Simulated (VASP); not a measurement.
Input:

```xyz
2
Lattice="1.4328 -2.4817 0.0000 1.4328 2.4817 0.0000 0.0000 0.0000 2.7999" Properties=species:S:1:pos:R:3 pbc="T T T"
W      0.0000     0.0000     0.0000
C      1.4328     0.8272     1.3999
```

Method: LDA (Ceperley-Alder, Perdew-Zunger), VASP's LDA PAW potentials (set 64) (plane waves; VASP). Run with 620 eV cut-off, 15×15×13 Γ-centred mesh, first-order Methfessel-Paxton smearing of 0.10 eV, potentials W_sv C.

Energy and stress use the plane-wave basis of the starting cell.

Problem. The ions, cell shape and volume at an external pressure of 20.0 GPa are relaxed. Which structure does the run end with?

Solution. 
```xyz
2
Lattice="1.4221 -2.4632 0.0000 1.4221 2.4632 0.0000 0.0000 0.0000 2.7838" Properties=species:S:1:pos:R:3 pbc="T T T"
W      0.0000     0.0000     2.7838
C      1.4221     0.8211     1.3919
```
Space group P-6m2 (187), at a tolerance of 0.03 Å.

Problem. How do energy and volume change from the first to the last step?

Solution. The energy (σ→0) changes by +19.2 meV/atom and the volume by -2.1 %, in 7 ionic steps.

```tsv
step	E(σ→0) (eV)	max force (eV/Å)	pressure (GPa)	volume (Å³)
1	-24.6879	0.000	10.15	19.91
2	-24.3292	0.000	60.65	18.20
3	-24.6522	0.000	19.67	19.53
4	-24.6508	0.000	19.90	19.51
5	-24.6498	0.000	20.12	19.51
6	-24.6489	0.000	20.15	19.50
7	-24.6495	0.000	20.14	19.50
```

The compound is WC in the wc structure. This run relaxes it under an external pressure of 20 GPa. Symmetry was kept, so distortions that lower it aren't found.
